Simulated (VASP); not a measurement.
## SnO2: transverse stress against strain

SnO2 (rutile, P4_2/mnm, 11.912 Å³/atom and stress up to 0.17 GPa in the relaxed cell, c along z) under a strain ε along c (axis z), the other axes held. LDA in VASP (plane waves, PAW), 600 eV, 8×8×10 Γ-centred mesh, Gaussian smearing 0.05 eV; ions are relaxed, or left where forces stay under 0.02 eV/Å, within the symmetry of each cell. Stress is positive for a compressed cell.

Here s stands for strain and y for stress xx.

```
strain (%)  stress xx (GPa)
----------  ---------------
-1.50                  2.25
-1.00                  1.42
-0.50                  0.61
0.00                  -0.17
0.50                  -0.92
1.00                  -1.67
1.50                  -2.39
3.00                      ?
```

### Question
Fit y against s with a straight line, and predict the withheld value at s = 3.00.

### Answer
Means: s 0, y -0.124. About the means, the sum of products is -10.815 and the sum of squares of s is 7.0000; the slope is their ratio. Least squares gives y = -0.124 - 1.5450·s. Residuals (row less fit): 0.057, -0.001, -0.038, -0.046, -0.024, -0.001, 0.051; standard error 0.045 (degrees of freedom: 5). The slope gives the elastic constant C13 = 154 ± 2 GPa (± standard error of the fit, which holds the terms cut off). At the withheld row, y = -0.124 - 1.5450 × 3.0 = -4.759 GPa. The calculation gives -4.43 GPa, 0.329 GPa above the prediction (4.9 % of the range of y in the table). The row lies outside the fitted rows, so this is an extrapolation. From the scatter of the fitted rows alone, a prediction at this place has a standard error of 0.070 GPa, so the miss is 4.7 times that.

A polynomial of degree 2 through the 12 other runs of the series gives -4.42 there, so most of the miss is curvature that the fit leaves out. Rows are the converged runs of the series near zero and its far end; series whose fitted rows scatter by over a few per cent of the range, as at a crossing or softening among them, aren't shown in this form, nor equations of state whose B0' disagrees with the runs' pressures. Most that stay on the fit to the last digits aren't either.
